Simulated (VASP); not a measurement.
Data:

```xyz
6
Lattice="5.6444 3.2588 1.6174 -5.6444 3.2588 1.6174 0.0000 -6.5175 1.6174" Properties=species:S:1:pos:R:3 pbc="T T T"
Se     0.6982     4.5245     2.6998
Se    -0.6982    -4.5245     2.1524
Se    -4.2674    -1.6576     2.6998
Se     4.2674     1.6576     2.1524
Se     3.5692    -2.8669     2.6998
Se    -3.5692     2.8669     2.1524
```

All values below come from r2SCAN meta-GGA, VASP's PBE PAW potentials (set 64) (plane waves; VASP 6.6.1). Numerical set-up: 400 eV cut-off, 6×6×6 Γ-centred mesh, tetrahedra with Blöchl corrections, potentials Se.

**Question.** Give the energies of bands 8 to 21 at the high-symmetry points, in eV from the valence-band maximum.

**Answer.** 
| band | Γ | L | T | P0 | F |
|---|---|---|---|---|---|
| 8 | -4.81 | -5.04 | -4.59 | -4.60 | -4.26 |
| 9 | -4.41 | -4.29 | -4.59 | -4.60 | -4.12 |
| 10 | -4.41 | -4.03 | -3.72 | -4.46 | -3.90 |
| 11 | -2.70 | -3.88 | -3.38 | -3.34 | -3.77 |
| 12 | -2.70 | -2.92 | -3.38 | -3.34 | -2.88 |
| 13 | -2.17 | -2.72 | -2.95 | -2.48 | -2.31 |
| 14 | -0.87 | -1.18 | -1.21 | -1.00 | -1.29 |
| 15 | -0.57 | -1.05 | -1.21 | -1.00 | -1.15 |
| 16 | -0.57 | -0.66 | -1.06 | -0.55 | -1.01 |
| 17 | -0.47 | -0.17 | -1.06 | -0.55 | -0.76 |
| 18 | -0.47 | -0.08 | -0.09 | -0.31 | -0.16 |
| 19 | 2.26 | 2.25 | 1.99 | 2.15 | 1.93 |
| 20 | 2.26 | 2.45 | 1.99 | 2.79 | 2.33 |
| 21 | 3.00 | 2.98 | 2.57 | 2.79 | 2.79 |

The gap is indirect, 1.75 eV, from the valence maximum at L-T at 0.27 to the conduction minimum at (-0.33, 0.33, 0.17).

The structure comes from a computed database's Se entry (R-3); how it stands against other phases isn't given here. It was relaxed first.
